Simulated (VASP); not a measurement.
# LaMnIn (P-6m2) in VASP: further runs

The runs below take LaMnIn through single point, with PBE, LDA.

All numbers are computed with VASP 6.6.1; they aren't measurements. Logs are shortened: lines on timing, memory, paths and dates and some standing lists are left out, and cuts for length are marked.

**1. The structure**

Symmetry: P-6m2, No. 187, hexagonal system. Conventional cell: a = 4.593 Å, b = 4.593 Å, c = 4.097 Å, α = 90.00°, β = 90.00°, γ = 120.00°. La (site symmetry -6m2) is surrounded by 6 Mn at 3.35 Å and 6 In at 3.35 Å. In (site symmetry -6m2) has 3 Mn at 2.65 Å as nearest neighbours. Around Mn (site symmetry -6m2) lie 3 In at 2.65 Å.

The cell comes from a database or a generator and needn't be the stable form of this composition.

**2. Single point, PBE, collinear spin, ferromagnetic start**

INCAR reads:

```
SYSTEM = LaMnIn
PREC     = Accurate       ! precision mode
ENCUT    = 520            ! plane-wave cutoff, eV
EDIFF    = 1E-7           ! SCF threshold, eV
ISMEAR   = 0              ! smearing method
SIGMA    = 0.02           ! smearing width, eV
LREAL    = .False.        ! projectors in reciprocal space
LASPH    = .True.         ! aspherical terms in the spheres
NELM     = 100            ! most SCF steps
ALGO     = Normal         ! electronic algorithm
ISIF     = 2              ! what is computed and relaxed
LWAVE    = .False.        ! write WAVECAR
LCHARG   = .True.         ! write CHGCAR
ISPIN    = 2              ! spin polarisation
MAGMOM   = 0 0 4          ! initial moments
LORBIT   = 11             ! projections on sites
LMAXMIX  = 6              ! l up to which the mixer works
GGA      = PE             ! functional
LELF     = .True.         ! ELF
LVHAR    = .True.
```

KPOINTS reads:

```
Automatic mesh
0
Gamma
  7 7 7
  0 0 0
```

POSCAR reads:

```
LaMnIn
1.0
    4.5933407550      0.0000000000      0.0000000000
   -2.2966703775      3.9779497821      0.0000000000
    0.0000000000      0.0000000000      4.0965590000
La In Mn
1 1 1
Direct
    0.0000000000      0.0000000000      0.0000000000
    0.3333333333      0.6666666667      0.5000000000
    0.6666666667      0.3333333333      0.5000000000
```

Potentials or basis: VASP PAW PBE potentials, release 54 (La, In_d, Mn_pv).

Command:

```sh
$ cat potpaw_PBE.54/La/POTCAR potpaw_PBE.54/In_d/POTCAR potpaw_PBE.54/Mn_pv/POTCAR > POTCAR
$ mpirun -np 1 vasp_std > vasp.out
```

OUTCAR:

```text
SYSTEM = LaMnIn
   PREC = Accurate
   ENCUT = 520
   EDIFF = 1E-7
   ISMEAR = 0
   LREAL = .False.
   LASPH = .True.
   NELM = 100
   ISIF = 2
   ISPIN = 2
   LORBIT = 11
   GGA = PE

 ion  position               nearest neighbor table
   1  0.000  0.000  0.000-   2 3.35   3 3.35   2 3.35   3 3.35   3 3.35   3 3.35   2 3.35   2 3.35
                             3 3.35   3 3.35   2 3.35   2 3.35
   2  0.333  0.667  0.500-   3 2.65   3 2.65   3 2.65   1 3.35   1 3.35   1 3.35   1 3.35   1 3.35
                             1 3.35
   3  0.667  0.333  0.500-   2 2.65   2 2.65   2 2.65   1 3.35   1 3.35   1 3.35   1 3.35   1 3.35
                             1 3.35

  LATTYP: Found a hexagonal cell.
 ALAT       =     4.5933407550
 C/A-ratio  =     0.8918473979

  Lattice vectors:

 A1 = (   4.5933407550,   0.0000000000,   0.0000000000)
 A2 = (  -2.2966703775,   3.9779497821,   0.0000000000)
 A3 = (   0.0000000000,   0.0000000000,   4.0965590000)

Analysis of symmetry for initial positions (statically):
=====================================================================
 Subroutine PRICEL returns:
 Original cell was already a primitive cell.

 Routine SETGRP: Setting up the symmetry group for a
 hexagonal supercell.

 Subroutine GETGRP returns: Found 12 space group operations
 (whereof 12 operations were pure point group operations)
 out of a pool of 24 trial point group operations.

The static configuration has the point symmetry D_3h.

Analysis of symmetry for dynamics (positions and initial velocities):
=====================================================================
 Subroutine PRICEL returns:
 Original cell was already a primitive cell.

 Routine SETGRP: Setting up the symmetry group for a
 hexagonal supercell.

 Subroutine GETGRP returns: Found 12 space group operations
 (whereof 12 operations were pure point group operations)
 out of a pool of 24 trial point group operations.

The dynamic configuration has the point symmetry D_3h.

Analysis of structural, dynamic, and magnetic symmetry:
=====================================================================
 Subroutine PRICEL returns:
 Original cell was already a primitive cell.

 Routine SETGRP: Setting up the symmetry group for a
 hexagonal supercell.

 Subroutine GETGRP returns: Found 12 space group operations
 (whereof 12 operations were pure point group operations)
 out of a pool of 24 trial point group operations.

The overall configuration has the point symmetry D_3h.

 Subroutine INISYM returns: Found 12 space group operations
 (whereof 12 operations are pure point group operations),
 and found     1 'primitive' translations

----------------------------------------------------------------------------------------

                                     Primitive cell

  volume of cell :      74.8526

  direct lattice vectors                    reciprocal lattice vectors
     4.593340755  0.000000000  0.000000000     0.217706470  0.125692889  0.000000000
    -2.296670377  3.977949782  0.000000000     0.000000000  0.251385778  0.000000000
     0.000000000  0.000000000  4.096559000     0.000000000  0.000000000  0.244107311

  length of vectors
     4.593340755  4.593340755  4.096559000     0.251385778  0.251385778  0.244107311

  position of ions in fractional coordinates (direct lattice)
     0.000000000  0.000000000  0.000000000
     0.333333333  0.666666667  0.500000000
     0.666666667  0.333333333  0.500000000

  ion indices of the primitive-cell ions
   primitive index   ion index
                 1           1
                 2           2
                 3           3

----------------------------------------------------------------------------------------

 KPOINTS: Automatic mesh

Automatic generation of k-mesh.
 Grid dimensions read from file:
 generate k-points for:    7    7    7

 Generating k-lattice:

  Cartesian coordinates                     Fractional coordinates (reciprocal lattice)
     0.031100924  0.017956127  0.000000000     0.142857143  0.000000000  0.000000000
[... 45 lines left out ...]
   GGA     = PE    functional components
   LHFCALC =     F    Hartree Fock is set to
   AEXX    =    0.0000 exact exchange contribution
   IVDW    =     0    specifies the selected vdW correction
   LEPSILON=     F    determine dielectric tensor
   LRPA    =     F    only Hartree local field effects (RPA)
 spin polarized calculation
 Gauss-broadening in eV      SIGMA  =   0.02
  energy-cutoff  :      520.00
  volume of cell :       74.85
 maximum number of plane-waves:      2049
 NGX is ok and might be reduce to    36
   NGX = 17   NGY = 17   NGZ = 15

 number of electron      37.0000018 magnetization       3.1252499

 Free energy of the ion-electron system (eV)
  ---------------------------------------------------
  ext. energy  EPLUGINS =         0.00000000
  ---------------------------------------------------
  free energy    TOTEN  =       -16.58583340 eV

  energy without entropy =      -16.58575502  energy(sigma->0) =      -16.58579421

 E-fermi :   7.9090     XC(G=0): -10.4362

 val. band max:        7.8974518769   @ k =   0.0000   0.0000   0.0000
 cond. band min:       7.9643668357   @ k =   0.2857   0.2857   0.2857
 fundamental gap:      0.0669149588
 Fermi energy:         7.9089739426

 spin component 1

 k-point     1 :       0.0000    0.0000    0.0000
  band No.  band energies     occupation
      1     -42.0147      1.00000
      2     -42.0147      1.00000
      3     -41.9528      1.00000
      4     -24.6086      1.00000
      5      -8.3018      1.00000
      6      -8.3018      1.00000
[... 637 lines left out ...]
     23       9.9244      0.00000
     24      10.0364      0.00000

 [... further k-points ...]

 spin component 2

 k-point     1 :       0.0000    0.0000    0.0000
  band No.  band energies     occupation
      1     -38.2816      1.00000
      2     -38.2816      1.00000
      3     -38.2282      1.00000
      4     -24.7050      1.00000
      5      -8.4356      1.00000
      6      -8.4356      1.00000
[... 637 lines left out ...]
     23       9.9204      0.00000
     24      10.0385      0.00000

 [... further k-points ...]

------------------------ aborting loop because EDIFF is reached ----------------------------------------

  FORCE on cell =-STRESS in cart. coord.  units (eV):
  Direction    XX          YY          ZZ          XY          YZ          ZX
  --------------------------------------------------------------------------------------
  -------------------------------------------------------------------------------------
  Total        2.9707734      2.9707734      1.0309323      0.0000000      0.0000000      0.0000000
  in kB       63.5876741     63.5876741     22.0665057      0.0000000      0.0000000      0.0000000
  external PRESSURE =      49.7472846 kB  Pullay stress =       0.0000000 kB

 VOLUME and BASIS-vectors are now :
 -----------------------------------------------------------------------------
  energy-cutoff  :      520.00
  volume of cell :       74.85
      direct lattice vectors                 reciprocal lattice vectors
     4.593340755  0.000000000  0.000000000     0.217706470  0.125692889  0.000000000
    -2.296670377  3.977949782  0.000000000     0.000000000  0.251385778  0.000000000
     0.000000000  0.000000000  4.096559000     0.000000000  0.000000000  0.244107311

 POSITION                                       TOTAL-FORCE (eV/Angst)
 -----------------------------------------------------------------------------------
      0.00000      0.00000      0.00000        -0.000000      0.000000      0.000000
     -0.00000      2.65197      2.04828         0.000000      0.000000      0.000000
      2.29667      1.32598      2.04828        -0.000000      0.000000      0.000000
 -----------------------------------------------------------------------------------
    total drift:                               -0.000000      0.000000     -0.000000

  FREE ENERGIE OF THE ION-ELECTRON SYSTEM (eV)
  ---------------------------------------------------
  free  energy   TOTEN  =       -16.5858333965 eV

  energy  without entropy=      -16.5857550229  energy(sigma->0) =      -16.58579421

 total charge

# of ion       s       p       d       f       tot
--------------------------------------------------
    1        2.030   5.634   0.753   0.103   8.520
    2        0.937   0.897   9.822   0.000  11.657
    3        0.353   6.198   4.963   0.000  11.515
--------------------------------------------------
tot          3.321  12.729  15.539   0.103  31.691

 magnetization (x)

# of ion       s       p       d       f       tot
--------------------------------------------------
    1       -0.004  -0.008  -0.167  -0.003  -0.182
    2       -0.008  -0.105   0.014   0.000  -0.099
    3        0.049   0.024   3.504   0.000   3.576
--------------------------------------------------
tot          0.037  -0.090   3.352  -0.003   3.296
```

It took 4.5 min on 1 thread of Intel Xeon Platinum 8175M at 2.50GHz (Skylake/Cascade Lake), shared host; peak memory 0.3 GiB.

What came out:

- Free energy: -16.5858 eV
- Pressure: 5.0 GPa
- Band gap on the k mesh: none (metal or under the smearing width)
- Net moment: 3.13 μB per cell
- Site moments: La -0.18; In -0.10; Mn +3.58 μB
- Valence electrons inside the program's atomic spheres: La 8.52; In 11.66; Mn 11.52

Spin-orbit coupling is left out, which matters for the levels of La.

**3. Single point, PBE, collinear spin, ferromagnetic start**

run.py reads:

```python
from ase.calculators.vasp import Vasp
from ase.dft.bandgap import bandgap
from ase.io import read

atoms = read('LaMnIn.cif', primitive_cell=True, subtrans_included=False)
atoms.set_initial_magnetic_moments([0.0, 0.0, 4.0])
calc = Vasp(
    directory='calc',
    xc='pbe',
    pp='PBE',
    setups='recommended',
    pp_version='54',
    prec='Accurate',
    encut=520,
    ediff=1e-06,
    ismear=0,
    sigma=0.02,
    lreal=False,
    lasph=True,
    nelm=100,
    algo='Fast',
    isif=2,
    lwave=False,
    lcharg=False,
    ispin=2,
    lorbit=11,
    lmaxmix=6,
    kpts=[7, 7, 7],
    gamma=True,
    nbands=30,
)
atoms.calc = calc

print('energy (eV):', atoms.get_potential_energy())
print('free energy (eV):', atoms.get_potential_energy(force_consistent=True))
print('forces (eV/A):')
print(atoms.get_forces())
print('stress (eV/A^3, Voigt):', atoms.get_stress())
print('Fermi level (eV):', calc.get_fermi_level())
print('moment (muB):', atoms.get_magnetic_moment())
print('site moments (muB):', atoms.get_magnetic_moments())
gap, top, bottom = bandgap(calc)
print('band gap (eV):', gap, 'from (spin, k, band)', top, 'to', bottom)
```

LaMnIn.cif reads:

```cif
data_LaMnIn
_cell_length_a 4.59334076
_cell_length_b 4.59334076
_cell_length_c 4.09655900
_cell_angle_alpha 90.00000000
_cell_angle_beta 90.00000000
_cell_angle_gamma 120.00000000
_space_group_name_H-M_alt 'P-6m2'
_space_group_name_Hall 'P -6 2'
_space_group_IT_number 187
loop_
_space_group_symop_operation_xyz
'x,y,z'
'-x+y,-x,-z'
'-y,x-y,z'
'x,y,-z'
'-x+y,-x,z'
'-y,x-y,-z'
'-y,-x,-z'
'x,x-y,z'
'-x+y,y,-z'
'-y,-x,z'
'x,x-y,-z'
'-x+y,y,z'
loop_
_atom_site_label
_atom_site_type_symbol
_atom_site_symmetry_multiplicity
_atom_site_Wyckoff_symbol
_atom_site_fract_x
_atom_site_fract_y
_atom_site_fract_z
_atom_site_occupancy
La1 La 1 a 0.0000000000 0.0000000000 0.0000000000 1
In1 In 1 d 0.3333333333 0.6666666667 0.5000000000 1
Mn1 Mn 1 f 0.6666666667 0.3333333333 0.5000000000 1
```

Potentials or basis: VASP PAW PBE potentials, release 54 (La, In_d, Mn_pv).

Command:

```sh
$ python run.py
```

Run time: 16 min. Hardware: 1 thread of Intel Xeon Platinum 8175M at 2.50GHz (Skylake/Cascade Lake), shared host; peak memory 0.32 GiB.

Results (log left out):

```
Free energy                                           : -16.5858 eV
Pressure                                              : 5.3 GPa
Band gap on the k mesh                                : none (metal or under the smearing width)
Net moment                                            : 3.13 μB per cell
Site moments                                          : La -0.18; In -0.10; Mn +3.58 μB
Valence electrons inside the program's atomic spheres : La 8.52; In 11.66; Mn 11.52
```

Stress tensor (GPa, compression positive):
```
6.71 0.00 0.00
0.00 6.71 0.00
0.00 0.00 2.58
```

Levels at points of the mesh, in eV from the Fermi level:
Spin up:
```
           k point  band 17  band 18  band 19  band 20  band 21  band 22  band 23  band 24
(0.00, 0.00, 0.00)    -2.49    -2.49    -0.01    -0.01     0.57     1.46     1.72     2.11
```
Spin down:
```
           k point  band 15  band 16  band 17  band 18  band 19  band 20
(0.00, 0.00, 0.00)    -1.29    -1.29     0.51     0.51     0.83     0.83
```

**4. Single point, LDA, collinear spin, ferromagnetic start**

INCAR reads:

```
SYSTEM = LaMnIn
ALGO = Normal
EDIFF = 1E-7
ENCUT = 550
ISIF = 2
ISMEAR = 0
ISPIN = 2
LASPH = .TRUE.
LCHARG = .FALSE.
LMAXMIX = 6
LORBIT = 11
LREAL = .FALSE.
LWAVE = .FALSE.
MAGMOM = 0 0 4
NBANDS = 26
NELM = 150
PREC = Accurate
SIGMA = 0.02
```

KPOINTS reads:

```
k-points
0
G
  7 7 7
  0 0 0
```

POSCAR reads:

```
LaMnIn
1.0
    4.5933407550      0.0000000000      0.0000000000
   -2.2966703775      3.9779497821      0.0000000000
    0.0000000000      0.0000000000      4.0965590000
La In Mn
1 1 1
Cartesian
    0.0000000000      0.0000000000      0.0000000000
   -0.0000000002      2.6519665215      2.0482795000
    2.2966703777      1.3259832606      2.0482795000
```

Potentials or basis: VASP PAW LDA potentials, release 64 (La_GW, In_d_GW, Mn_GW).

Command:

```sh
$ cat potpaw_LDA.64/La_GW/POTCAR potpaw_LDA.64/In_d_GW/POTCAR potpaw_LDA.64/Mn_GW/POTCAR > POTCAR
$ mpirun -np 1 vasp_std > vasp.out
```

Run time: 7.6 min. Hardware: 1 thread of Intel Xeon Platinum 8175M at 2.50GHz (Skylake/Cascade Lake), shared host; peak memory 0.29 GiB.

The run converged. Its results:

```yaml
Free_energy: -18.2899 eV
Pressure: -1.8 GPa
Band_gap_on_the_k_mesh: none (metal or under the smearing width)
Net_moment: 3.15 μB per cell
Site_moments: La -0.10; In -0.06; Mn +3.34 μB
Valence_electrons_inside_the_program's_atomic_spheres: La 7.99; In 11.60; Mn 5.86
```

Stress tensor (GPa, compression positive):
```
-1.23  0.00  0.00
 0.00 -1.23  0.00
 0.00  0.00 -2.86
```

Levels at points of the mesh, in eV from the Fermi level:
Spin up:
```tsv
k point	band 13	band 14	band 15	band 16	band 17	band 18	band 19	band 20	band 21	band 22
(0.00, 0.00, 0.00)	-2.61	-2.15	-2.15	-0.05	-0.05	0.47	1.27	1.49	1.83	1.83
```
Spin down:
```csv
k point,band 12,band 13,band 14,band 15,band 16,band 17
"(0.00, 0.00, 0.00)",-1.29,-1.25,0.28,0.28,0.73,0.73
```

The run has no spin-orbit coupling, so splittings on La are missing.

**5. Single point, LDA, collinear spin, ferromagnetic start**

Changes to run.py since step 3:

```diff
@@ -4,3 +4,3 @@
 
-atoms = read('LaMnIn.cif', primitive_cell=True, subtrans_included=False)
+atoms = read('POSCAR')
 atoms.set_initial_magnetic_moments([0.0, 0.0, 4.0])
@@ -8,8 +8,7 @@
     directory='calc',
-    xc='pbe',
-    pp='PBE',
-    setups='recommended',
-    pp_version='54',
+    xc='lda',
+    pp='LDA',
+    setups={'base': 'minimal', 'La': '_GW', 'In': '_d_GW', 'Mn': '_GW'},
     prec='Accurate',
-    encut=520,
+    encut=550,
     ediff=1e-06,
@@ -19,4 +18,4 @@
     lasph=True,
-    nelm=100,
-    algo='Fast',
+    nelm=120,
+    algo='Normal',
     isif=2,
@@ -29,3 +28,3 @@
     gamma=True,
-    nbands=30,
+    nbands=26,
 )
```

POSCAR reads:

```
LaMnIn
1.0
    4.5933407550      0.0000000000      0.0000000000
   -2.2966703775      3.9779497821      0.0000000000
    0.0000000000      0.0000000000      4.0965590000
La In Mn
1 1 1
Direct
    0.0000000000      0.0000000000      0.0000000000
    0.3333333333      0.6666666667      0.5000000000
    0.6666666667      0.3333333333      0.5000000000
```

Command:

```sh
$ python run.py
```

It took 7.6 min on 1 thread of Intel Xeon Platinum 8175M at 2.50GHz (Skylake/Cascade Lake), shared host; peak memory 0.29 GiB.

It converged, with:

```yaml
Free_energy: -18.2899 eV
Pressure: -1.8 GPa
Band_gap_on_the_k_mesh: none (metal or under the smearing width)
Net_moment: 3.15 μB per cell
Site_moments: La -0.10; In -0.06; Mn +3.34 μB
Valence_electrons_inside_the_program's_atomic_spheres: La 7.99; In 11.60; Mn 5.86
```

Stress tensor (GPa, compression positive):
```
-1.25  0.00  0.00
 0.00 -1.25  0.00
 0.00  0.00 -2.87
```

Levels at points of the mesh, in eV from the Fermi level:
Spin up:
```
           k point  band 13  band 14  band 15  band 16  band 17  band 18  band 19  band 20  band 21  band 22
(0.00, 0.00, 0.00)    -2.61    -2.15    -2.15    -0.05    -0.05     0.47     1.27     1.49     1.83     1.83
```
Spin down:
```tsv
k point	band 10	band 11	band 12	band 13	band 14	band 15	band 16	band 17	band 18	band 19
(0.00, 0.00, 0.00)	-7.25	-1.29	-1.29	-1.25	0.28	0.28	0.73	0.73	0.79	1.29
```

Spin-orbit coupling is left out, which matters for the levels of La.

**6. The reference run**

An earlier run on the cell as given: functional PBE; potentials or basis VASP PAW PBE potentials, release 64 (La, In_d, Mn_pv); cutoff 520 eV; k mesh 7 × 7 × 7; occupations fermi-dirac, width 0.05 eV; collinear spin, ferromagnetic start; starting moments [0.0, 0.0, 4.0] μB.

* Pressure: 4.9 GPa
* Band gap on the k mesh: none (metal or under the smearing width)
* Net moment: 3.17 μB per cell
* Site moments: La -0.17; In -0.10; Mn +3.58 μB
* Valence electrons inside the program's atomic spheres: La 8.52; In 11.66; Mn 11.52

**7. Overview**

| level | potentials or basis | cutoff (eV) | smearing | gap on the mesh (eV) | pressure (GPa) | moment (μB) |
| --- | --- | --- | --- | --- | --- | --- |
| PBE | VASP PAW PBE potentials, release 54 (La, In_d, Mn_pv) | 520 | gaussian 0.02 eV | none | 5.3 | 3.13 |
| LDA | VASP PAW LDA potentials, release 64 (La_GW, In_d_GW, Mn_GW) | 550 | gaussian 0.02 eV | none | -1.8 | 3.15 |
| PBE | VASP PAW PBE potentials, release 64 (La, In_d, Mn_pv) | 520 | fermi-dirac 0.05 eV | none | 4.9 | 3.17 |

Alike in all rows: task single point; spin collinear, ferromagnetic start; cell as given; k mesh 7 × 7 × 7.

Total energies depend on the potentials used, so only differences within one code and one set of settings carry meaning.
